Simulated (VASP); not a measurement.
# Lattice of TaN, functional by functional, part 2 of 2

Which functional gives which lattice for TaN? The starting structure is a computed structure from the Materials Project. The first relaxation on each setting starts from this cell expanded by 3 % in volume.

VASP 6.6.1.

Results so far: PBEsol 10.50 Å³ an atom; LDA 10.33 Å³ an atom; PBE 10.80 Å³ an atom; PBEsol + D3(BJ) 10.29 Å³ an atom.

## Step 6: Relaxation with r2SCAN

Level of this step: r2SCAN; plane waves and PAW (Ta_pv, N) (VASP).

r2SCAN adds the kinetic-energy density, costs more than a GGA and is run with LASPH. This run starts from the cell of an earlier relaxation, which isn't shown; the restart sets up the plane waves anew.

INCAR reads:

```
SYSTEM = TaN
PREC = Accurate
ENCUT = 520
EDIFF = 1E-06
NELM = 100
ISMEAR = 1
SIGMA = 0.15
LREAL = .FALSE.
ALGO = Normal
METAGGA = R2SCAN
LASPH = .TRUE.
NBANDS = 14
LORBIT = 11
LWAVE = .FALSE.
LCHARG = .FALSE.
KPAR = 4
IBRION = 2
NSW = 50
ISIF = 3
EDIFFG = -0.006
```

POSCAR reads:

```
TaN
1.0
    0.0000000000      2.2021550351      2.2021550351
    2.2021550351      0.0000000000      2.2021550351
    2.2021550351      2.2021550351      0.0000000000
Ta N
1 1
Direct
    0.5000000000      0.5000000000      0.5000000000
    0.0000000000      0.0000000000      0.0000000000
```

KPOINTS reads:

```
Automatic mesh
0
Gamma
18 18 18
0 0 0
```

The projector-augmented-wave data sets are Ta_pv and N (PBE family, release 64).

Run with:

```sh
mpirun -np 4 vasp_std
```

Log:

```text
[banner, memory and clock lines left out]
running    4 mpi-ranks, on    1 nodes
[...]
[... a notice as in an earlier step ...]

 LDA part: xc-table for (None), standard interpolation
 POSCAR, INCAR and KPOINTS ok, starting setup
[...]
entering main loop
       N       E                     dE             d eps       ncg     rms          rms(c)
DAV:   1     0.501104073862E+02    0.50110E+02   -0.92058E+03  5468   0.124E+03
DAV:   2    -0.640626302282E+02   -0.11417E+03   -0.10789E+03  6720   0.322E+02
DAV:   3    -0.671654440683E+02   -0.31028E+01   -0.30706E+01  6132   0.496E+01
DAV:   4    -0.671829181394E+02   -0.17474E-01   -0.17458E-01  6976   0.381E+00
[...]
DAV:  11    -0.596267359372E+02   -0.21786E-05   -0.75250E-05  6822   0.932E-02    0.282E-02
DAV:  12    -0.596267352183E+02    0.71890E-06   -0.12058E-05  6060   0.333E-02    0.437E-03
DAV:  13    -0.596267349223E+02    0.29597E-06   -0.85586E-07  4612   0.899E-03
   1 F= -.59626735E+02 E0= -.59626538E+02  d E =-.596267E+02
[...]
reached required accuracy - stopping structural energy minimisation
```

It took 34 s on 4 MPI ranks of AMD EPYC 9R45, shared host; peak memory 0.65 GiB.

Parts of OUTCAR (step 6):

```text
  Total       -0.0079018     -0.0079018     -0.0079018     -0.0000000      0.0000000      0.0000000
  in kB       -0.5927403     -0.5927403     -0.5927403     -0.0000000      0.0000000      0.0000000
  external PRESSURE =      -0.5927403 kB  Pullay stress =       0.0000000 kB

 POSITION                                       TOTAL-FORCE (eV/Angst)
 -----------------------------------------------------------------------------------
      2.20216      2.20216      2.20216         0.000000      0.000000     -0.000000
      0.00000      0.00000      0.00000        -0.000000      0.000000      0.000000
 -----------------------------------------------------------------------------------
    total drift:                                0.000000     -0.000000     -0.000000

  FREE ENERGIE OF THE ION-ELECTRON SYSTEM (eV)
  ---------------------------------------------------
  free  energy   TOTEN  =       -59.6267349223 eV

  energy  without entropy=      -59.6261434175  energy(sigma->0) =      -59.62653775

[... 2 parts as in an earlier step ...]

[... 2 further parts left out ...]
[key lines of the parts left out:]
E-fermi :   9.5801
```

With r2SCAN the relaxed cell holds 10.679 Å³ an atom, -1.24 % against the starting cell, with a = 4.404 Å. That is +1.71 % from PBEsol.

## Step 7: Relaxation with r2SCAN + rVV10

rVV10 adds a nonlocal correlation energy for dispersion. This run starts from the cell of an earlier relaxation, which isn't shown; the restart sets up the plane waves anew.

INCAR, as its differences from that of step 6:

```diff
@@ -10,2 +10,6 @@
 METAGGA = R2SCAN
+LUSE_VDW = .TRUE.
+IVDW_NL = 2
+BPARAM = 11.95
+CPARAM = 0.0093
 LASPH = .TRUE.
```

POSCAR reads:

```
TaN
1.0
    0.0000000000      2.1990150767      2.1990150767
    2.1990150767      0.0000000000      2.1990150767
    2.1990150767      2.1990150767      0.0000000000
Ta N
1 1
Direct
    0.5000000000      0.5000000000      0.5000000000
    0.0000000000      0.0000000000      0.0000000000
```

KPOINTS is that of step 6.

Run with:

```sh
mpirun -np 4 vasp_std
```

Log:

```text
[banner, memory and clock lines left out]
running    4 mpi-ranks, on    1 nodes
[...]
|                                                                             |
|               ----> ADVICE to this user running VASP <----                  |
|                                                                             |
|     You have switched on vdW-DFT.                                           |
|     This routine was written and supplied by Jiri Klimes. We recommend      |
|     that you carefully read and cite the following publications:            |
|       J. Klimes, D.R. Bowler, A. Michelides                                 |
|          J. Phys.: Cond Matt. 22 022201 (2010)                              |
|       J. Klimes, D.R. Bowler, A. Michelides                                 |
|          Phys. Rev. B. 83, 195131 (2011)                                    |
|     and references therein.                                                 |
|                                                                             |

[...]
DAV:  11    -0.594023459199E+02   -0.78305E-06   -0.76065E-05  6840   0.945E-02    0.270E-02
Total rVV10 correction in eV:      0.2236450    17.3962332
Total rVV10 correction in eV:      0.2236450    17.3962332
Total rVV10 correction in eV:      0.2236450    17.3962332
Total rVV10 correction in eV:      0.2236450    17.3962332
DAV:  12    -0.594023448434E+02    0.10765E-05   -0.11283E-05  6000   0.326E-02    0.393E-03
Total rVV10 correction in eV:      0.2236562    17.3962332
Total rVV10 correction in eV:      0.2236562    17.3962332
Total rVV10 correction in eV:      0.2236562    17.3962332
Total rVV10 correction in eV:      0.2236562    17.3962332
DAV:  13    -0.594023445127E+02    0.33063E-06   -0.72957E-07  4374   0.835E-03
Total rVV10 correction in eV:      0.2236467    17.3962332
Total rVV10 correction in eV:      0.2236467    17.3962332
Total rVV10 correction in eV:      0.2236467    17.3962332
Total rVV10 correction in eV:      0.2236467    17.3962332
Total rVV10 correction in eV:      0.2236541    17.3962332
Total rVV10 correction in eV:      0.2236541    17.3962332
Total rVV10 correction in eV:      0.2236541    17.3962332
Total rVV10 correction in eV:      0.2236541    17.3962332
   1 F= -.59402345E+02 E0= -.59402144E+02  d E =-.594023E+02
[...]
reached required accuracy - stopping structural energy minimisation
```

It took 41 s on 4 MPI ranks; peak memory 0.94 GiB.

From OUTCAR (step 7):

```text
  Total       -0.0080808     -0.0080808     -0.0080808     -0.0000000     -0.0000000      0.0000000
  in kB       -0.6087646     -0.6087646     -0.6087646     -0.0000000     -0.0000000      0.0000000
  external PRESSURE =      -0.6087646 kB  Pullay stress =       0.0000000 kB

 POSITION                                       TOTAL-FORCE (eV/Angst)
 -----------------------------------------------------------------------------------
      2.19902      2.19902      2.19902        -0.000000     -0.000000     -0.000000
      0.00000      0.00000      0.00000         0.000000      0.000000      0.000000
 -----------------------------------------------------------------------------------
    total drift:                                0.000000     -0.000000     -0.000000

  FREE ENERGIE OF THE ION-ELECTRON SYSTEM (eV)
  ---------------------------------------------------
  free  energy   TOTEN  =       -59.4023445127 eV

  energy  without entropy=      -59.4017416757  energy(sigma->0) =      -59.40214357

[... 2 parts as in an earlier step ...]

[... 2 further parts left out ...]
[key lines of the parts left out:]
E-fermi :   9.6188
```

With r2SCAN + rVV10 the relaxed cell holds 10.634 Å³ an atom, -1.66 % against the starting cell, with a = 4.398 Å. That is +1.27 % from PBEsol.

## Step 8: Relaxation with vdW-DF-cx

vdW-DF-cx takes its exchange from the same plasmon model as its correlation. This run starts from the cell of an earlier relaxation, which isn't shown; the restart sets up the plane waves anew.

INCAR, as its differences from that of step 7:

```diff
@@ -9,7 +9,5 @@
 ALGO = Normal
-METAGGA = R2SCAN
+GGA = CX
+AGGAC = 0
 LUSE_VDW = .TRUE.
-IVDW_NL = 2
-BPARAM = 11.95
-CPARAM = 0.0093
 LASPH = .TRUE.
```

POSCAR reads:

```
TaN
1.0
    0.0000000000      2.1956442387      2.1956442387
    2.1956442387      0.0000000000      2.1956442387
    2.1956442387      2.1956442387      0.0000000000
Ta N
1 1
Direct
    0.5000000000      0.5000000000      0.5000000000
    0.0000000000      0.0000000000      0.0000000000
```

KPOINTS is that of step 7.

Run with:

```sh
mpirun -np 4 vasp_std
```

Log:

```text
[banner, memory and clock lines left out]
running    4 mpi-ranks, on    1 nodes
[...]
[... a notice as in an earlier step ...]

 [... a notice as in an earlier step ...]

 LDA part: xc-table for (Slater+PW92), standard interpolation
 POSCAR, INCAR and KPOINTS ok, starting setup
[...]
entering main loop
       N       E                     dE             d eps       ncg     rms          rms(c)
DAV:   1     0.929806449098E+02    0.92981E+02   -0.89995E+03  5468   0.121E+03
DAV:   2    -0.184851663666E+02   -0.11147E+03   -0.10510E+03  6714   0.315E+02
DAV:   3    -0.214826738816E+02   -0.29975E+01   -0.29727E+01  6204   0.483E+01
DAV:   4    -0.214981110062E+02   -0.15437E-01   -0.15434E-01  6422   0.362E+00
[...]
DAV:  10    -0.186108204205E+02    0.83010E-04   -0.50043E-04  7392   0.284E-01    0.994E-02
DAV:  11    -0.186107950574E+02    0.25363E-04   -0.52093E-05  6172   0.731E-02    0.211E-02
DAV:  12    -0.186107951334E+02   -0.75983E-07   -0.40146E-06  7008   0.205E-02
   1 F= -.18610795E+02 E0= -.18610582E+02  d E =-.186108E+02
[...]
reached required accuracy - stopping structural energy minimisation
```

Elapsed: 15 s, on 4 MPI ranks; peak memory 1.1 GiB.

Parts of OUTCAR (step 8):

```text
  Total       -0.0019124     -0.0019124     -0.0019124     -0.0000000     -0.0000000      0.0000000
  in kB       -0.1447321     -0.1447321     -0.1447321     -0.0000000     -0.0000000      0.0000000
  external PRESSURE =      -0.1447321 kB  Pullay stress =       0.0000000 kB

 POSITION                                       TOTAL-FORCE (eV/Angst)
 -----------------------------------------------------------------------------------
      2.19564      2.19564      2.19564        -0.000000     -0.000000      0.000000
      0.00000      0.00000      0.00000         0.000000      0.000000     -0.000000
 -----------------------------------------------------------------------------------
    total drift:                                0.000000     -0.000000     -0.000000

  FREE ENERGIE OF THE ION-ELECTRON SYSTEM (eV)
  ---------------------------------------------------
  free  energy   TOTEN  =       -18.6107951334 eV

  energy  without entropy=      -18.6101558037  energy(sigma->0) =      -18.61058202

[... 2 parts as in an earlier step ...]

[... 2 further parts left out ...]
[key lines of the parts left out:]
E-fermi :   9.4804
```

With vdW-DF-cx the relaxed cell holds 10.585 Å³ an atom, -2.11 % against the starting cell, with a = 4.391 Å. That is +0.81 % from PBEsol.

## Step 9: Relaxation with TPSS

TPSS is an older meta-GGA. This run starts from the cell of an earlier relaxation, which isn't shown; the restart sets up the plane waves anew.

INCAR, as its differences from that of step 8:

```diff
@@ -9,5 +9,3 @@
 ALGO = Normal
-GGA = CX
-AGGAC = 0
-LUSE_VDW = .TRUE.
+METAGGA = TPSS
 LASPH = .TRUE.
```

POSCAR reads:

```
TaN
1.0
    0.0000000000      2.2079819290      2.2079819290
    2.2079819290      0.0000000000      2.2079819290
    2.2079819290      2.2079819290      0.0000000000
Ta N
1 1
Direct
    0.5000000000      0.5000000000      0.5000000000
    0.0000000000      0.0000000000      0.0000000000
```

KPOINTS is that of step 8.

Run with:

```sh
mpirun -np 4 vasp_std
```

Log:

```text
[... set-up lines as in an earlier step ...]
 entering main loop
       N       E                     dE             d eps       ncg     rms          rms(c)
DAV:   1     0.143892905691E+03    0.14389E+03   -0.10962E+04  5740   0.159E+03
DAV:   2    -0.274399600894E+01   -0.14664E+03   -0.13530E+03  7250   0.433E+02
DAV:   3    -0.948897008587E+01   -0.67450E+01   -0.64879E+01  7614   0.891E+01
DAV:   4    -0.967392577021E+01   -0.18496E+00   -0.18433E+00  7468   0.162E+01
[...]
DAV:  10    -0.254155199478E+02   -0.17055E-03   -0.27141E-03  6006   0.677E-01    0.105E-01
DAV:  11    -0.254155481938E+02   -0.28246E-04   -0.16390E-04  7274   0.143E-01    0.263E-02
DAV:  12    -0.254155488985E+02   -0.70467E-06   -0.74899E-06  6284   0.352E-02
   1 F= -.25415549E+02 E0= -.25415331E+02  d E =-.254155E+02
[...]
N       E                     dE             d eps       ncg     rms          rms(c)
DAV:   1    -0.254155850818E+02   -0.36888E-04   -0.21251E-03  5652   0.532E-01    0.960E-02
DAV:   2    -0.254155427032E+02    0.42379E-04   -0.55853E-05  6552   0.814E-02    0.417E-02
DAV:   3    -0.254155301414E+02    0.12562E-04   -0.43069E-05  6294   0.638E-02    0.783E-03
DAV:   4    -0.254155309467E+02   -0.80525E-06   -0.38787E-07  4980   0.686E-03
   2 F= -.25415531E+02 E0= -.25415314E+02  d E =0.179518E-04
 trial-energy change:    0.000018  1 .order    0.000011   -0.000014    0.000036
 step:   0.1673(harm=  0.2860)  dis= 0.00000  next Energy=   -25.415550 (dE=-0.117E-05)
[...]
N       E                     dE             d eps       ncg     rms          rms(c)
DAV:   1    -0.254155838870E+02   -0.53746E-04   -0.15351E-03  5640   0.455E-01    0.779E-02
DAV:   2    -0.254155570179E+02    0.26869E-04   -0.37161E-05  6804   0.668E-02    0.333E-02
DAV:   3    -0.254155481699E+02    0.88480E-05   -0.28936E-05  6222   0.521E-02    0.652E-03
DAV:   4    -0.254155477860E+02    0.38388E-06   -0.26690E-07  4656   0.570E-03
   3 F= -.25415548E+02 E0= -.25415330E+02  d E =0.111252E-05
[...]
reached required accuracy - stopping structural energy minimisation
```

Elapsed: 62 s, on 4 MPI ranks; peak memory 0.68 GiB.

Parts of OUTCAR (step 9):

```text
  Total        0.0023002      0.0023002      0.0023002     -0.0000000     -0.0000000      0.0000000
  in kB        0.1712123      0.1712123      0.1712123     -0.0000000     -0.0000000      0.0000000
  external PRESSURE =       0.1712123 kB  Pullay stress =       0.0000000 kB

 POSITION                                       TOTAL-FORCE (eV/Angst)
 -----------------------------------------------------------------------------------
      2.20786      2.20786      2.20786        -0.000000     -0.000000     -0.000000
      0.00000      0.00000      0.00000         0.000000      0.000000      0.000000
 -----------------------------------------------------------------------------------
    total drift:                                0.000000     -0.000000     -0.000000

  FREE ENERGIE OF THE ION-ELECTRON SYSTEM (eV)
  ---------------------------------------------------
  free  energy   TOTEN  =       -25.4155477860 eV

  energy  without entropy=      -25.4148955925  energy(sigma->0) =      -25.41533039

[... 2 parts as in an earlier step ...]

[... 2 further parts left out ...]
[key lines of the parts left out:]
E-fermi :   9.3934
```

With TPSS the relaxed cell holds 10.762 Å³ an atom, -0.47 % against the starting cell, with a = 4.416 Å. That is +2.50 % from PBEsol.

## Step 10: All runs side by side

```
          level  volume (Å³/atom)  against the starting cell (%)   a (Å)  pressure left (GPa)  core minutes
         PBEsol              10.5                           -2.9  4.3795                -0.01          2.37
            LDA            10.332                          -4.45  4.3561                -0.02          2.27
            PBE            10.797                          -0.15  4.4204                -0.03          1.81
PBEsol + D3(BJ)             10.29                          -4.84  4.3501                 0.01          2.52
         r2SCAN            10.679                          -1.24  4.4043                -0.06          11.5
 r2SCAN + rVV10            10.634                          -1.66   4.398                -0.06          15.0
      vdW-DF-cx            10.585                          -2.11  4.3913                -0.01          5.45
           TPSS            10.762                          -0.47  4.4157                 0.02          10.7
```

Core minutes are wall time times ranks, summed over the relaxations behind a row (those for a bulk modulus apart), on shared hosts.

## Step 11: Results

```json
{
 "volume, PBEsol": "10.50 Å³/atom",
 "volume, LDA": "10.33 Å³/atom",
 "volume, PBE": "10.80 Å³/atom",
 "volume, PBEsol + D3(BJ)": "10.29 Å³/atom",
 "volume, r2SCAN": "10.68 Å³/atom",
 "volume, r2SCAN + rVV10": "10.63 Å³/atom",
 "volume, vdW-DF-cx": "10.58 Å³/atom",
 "volume, TPSS": "10.76 Å³/atom"
}
```

What this shows: Across 8 levels the volume of TaN spans 4.9 %, from 10.29 Å³ an atom (PBEsol + D3(BJ)) to 10.80 Å³ (PBE). Adding D3(BJ) to PBEsol changes the volume by -2.0 %. Adding rVV10 to r2SCAN changes the volume by -0.4 %. Spin-orbit coupling is left out of all runs, which can matter with elements this heavy. All runs keep the symmetry of the start, so they can't find a distortion of lower symmetry. Further runs on this material are not shown.

[Lines on the potential files, build, host, timing and source positions are cut from VASP's logs without a mark.]

[Logs are printed without paths, hosts, clocks, repeated set-up lines and the standing remarks that a program may print on its own settings, such as how far it seeks lower states.]

[Hosts, paths, dates, database ids (printed as entryN), source tags and the programs' standing remarks are cut or masked in the printed files.]
